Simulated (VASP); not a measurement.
Consider the following.

```xyz
2
Lattice="2.9693 0.0000 0.0000 0.0000 2.9693 0.0000 0.0000 0.0000 2.9693" Properties=species:S:1:pos:R:3 pbc="T T T"
Ti     0.0000     0.0000     0.0000
Co     1.4846     1.4846     1.4846
```

The numbers are results of PBE GGA, VASP's PBE PAW potentials (set 64) (plane waves; VASP 6.6.1), not measurements. Settings: 480 eV cut-off, 11×11×11 Γ-centred mesh, first-order Methfessel-Paxton smearing of 0.10 eV, potentials Ti_sv Co.

### Question
Predict the energy per atom (σ→0), band gap (on the k-mesh) with the smallest direct gap where there is one.

### Answer

```yaml
band gap (on the k-mesh): none (metal, semimetal or under 0.01 eV)
energy per atom (σ→0): -754.4 kJ/mol of atoms
```

The compound is TiCo in the CsCl type structure. It was relaxed first. The start is the result of an earlier pass. The run is not spin-polarised, so no magnetic state was tried. The electron count is odd and the run is not spin-polarised, which forces a metal.
